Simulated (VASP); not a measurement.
Consider the following.

```
CELL_PARAMETERS angstrom
      0.00000     1.80750     1.80750
      1.80750     0.00000     1.80750
      1.80750     1.80750     0.00000
ATOMIC_POSITIONS crystal
  B  0.00000 0.00000 0.00000
  N  0.25000 0.25000 0.25000
```

All values below come from eigenvalue-self-consistent GW0 on PBE orbitals, VASP's PBE PAW potentials (set 64) (plane waves; VASP 6.6.1). Settings: PREC = Normal, 500 eV cut-off, 4×4×4 Γ-centred mesh, Gaussian smearing of 0.010 eV, potentials B_GW N_GW_new.

The mesh is coarse and the basis finite, so the quasiparticle values are not converged.

NBANDS = 160, ENCUTGW = 200 eV, NOMEGA = 64, 4 updates of the levels in G. The PBE levels (eV) are:

```json
[
 {"state": "k1 (0.00, 0.00, 0.00), band 1", "KS energy": "-11.51", "filling": "2"},
 {"state": "k1 (0.00, 0.00, 0.00), band 2", "KS energy": "8.74", "filling": "2"},
 {"state": "k1 (0.00, 0.00, 0.00), band 3", "KS energy": "8.74", "filling": "2"},
 {"state": "k1 (0.00, 0.00, 0.00), band 4", "KS energy": "8.74", "filling": "2"},
 {"state": "k1 (0.00, 0.00, 0.00), band 5", "KS energy": "17.53", "filling": "0"},
 {"state": "k1 (0.00, 0.00, 0.00), band 6", "KS energy": "17.53", "filling": "0"},
 {"state": "k1 (0.00, 0.00, 0.00), band 7", "KS energy": "17.53", "filling": "0"},
 {"state": "k1 (0.00, 0.00, 0.00), band 8", "KS energy": "19.08", "filling": "0"},
 {"state": "k3 (0.50, 0.00, 0.00), band 1", "KS energy": "-7.29", "filling": "2"},
 {"state": "k3 (0.50, 0.00, 0.00), band 2", "KS energy": "-1.98", "filling": "2"},
 {"state": "k3 (0.50, 0.00, 0.00), band 3", "KS energy": "6.79", "filling": "2"},
 {"state": "k3 (0.50, 0.00, 0.00), band 4", "KS energy": "6.79", "filling": "2"},
 {"state": "k3 (0.50, 0.00, 0.00), band 5", "KS energy": "18.86", "filling": "0"},
 {"state": "k3 (0.50, 0.00, 0.00), band 6", "KS energy": "19.42", "filling": "0"},
 {"state": "k3 (0.50, 0.00, 0.00), band 7", "KS energy": "19.42", "filling": "0"},
 {"state": "k3 (0.50, 0.00, 0.00), band 8", "KS energy": "24.00", "filling": "0"},
 {"state": "k6 (-0.25, 0.25, 0.00), band 1", "KS energy": "-7.85", "filling": "2"},
 {"state": "k6 (-0.25, 0.25, 0.00), band 2", "KS energy": "1.15", "filling": "2"},
 {"state": "k6 (-0.25, 0.25, 0.00), band 3", "KS energy": "3.13", "filling": "2"},
 {"state": "k6 (-0.25, 0.25, 0.00), band 4", "KS energy": "6.64", "filling": "2"},
 {"state": "k6 (-0.25, 0.25, 0.00), band 5", "KS energy": "18.44", "filling": "0"},
 {"state": "k6 (-0.25, 0.25, 0.00), band 6", "KS energy": "20.89", "filling": "0"},
 {"state": "k6 (-0.25, 0.25, 0.00), band 7", "KS energy": "21.60", "filling": "0"},
 {"state": "k6 (-0.25, 0.25, 0.00), band 8", "KS energy": "23.25", "filling": "0"}
]
```

**Question.** Give the quasiparticle energies and renormalisation factors Z.

**Answer.** 
| state | QP energy (eV) | Z |
|---|---|---|
| k1 (0.00, 0.00, 0.00), band 1 | -14.07 | 0.78 |
| k1 (0.00, 0.00, 0.00), band 2 | 7.45 | 0.82 |
| k1 (0.00, 0.00, 0.00), band 3 | 7.45 | 0.82 |
| k1 (0.00, 0.00, 0.00), band 4 | 7.45 | 0.82 |
| k1 (0.00, 0.00, 0.00), band 5 | 18.81 | 0.83 |
| k1 (0.00, 0.00, 0.00), band 6 | 18.81 | 0.83 |
| k1 (0.00, 0.00, 0.00), band 7 | 18.81 | 0.83 |
| k1 (0.00, 0.00, 0.00), band 8 | 20.14 | 0.81 |
| k3 (0.50, 0.00, 0.00), band 1 | -9.52 | 0.76 |
| k3 (0.50, 0.00, 0.00), band 2 | -4.12 | 0.77 |
| k3 (0.50, 0.00, 0.00), band 3 | 5.33 | 0.82 |
| k3 (0.50, 0.00, 0.00), band 4 | 5.33 | 0.82 |
| k3 (0.50, 0.00, 0.00), band 5 | 19.85 | 0.82 |
| k3 (0.50, 0.00, 0.00), band 6 | 20.71 | 0.83 |
| k3 (0.50, 0.00, 0.00), band 7 | 20.71 | 0.83 |
| k3 (0.50, 0.00, 0.00), band 8 | 25.31 | 0.79 |
| k6 (-0.25, 0.25, 0.00), band 1 | -10.12 | 0.76 |
| k6 (-0.25, 0.25, 0.00), band 2 | -0.80 | 0.79 |
| k6 (-0.25, 0.25, 0.00), band 3 | 1.30 | 0.80 |
| k6 (-0.25, 0.25, 0.00), band 4 | 5.17 | 0.82 |
| k6 (-0.25, 0.25, 0.00), band 5 | 19.48 | 0.83 |
| k6 (-0.25, 0.25, 0.00), band 6 | 22.38 | 0.81 |
| k6 (-0.25, 0.25, 0.00), band 7 | 22.84 | 0.81 |
| k6 (-0.25, 0.25, 0.00), band 8 | 24.73 | 0.79 |
On the mesh the gap opens from 4.43 to 6.33 eV.

The compound is BN in the zinc blende structure. The cell was not relaxed at this level. The k-mesh is coarse (spacing up to 0.75 per Å, 2π included), so the numbers may not be converged in it.
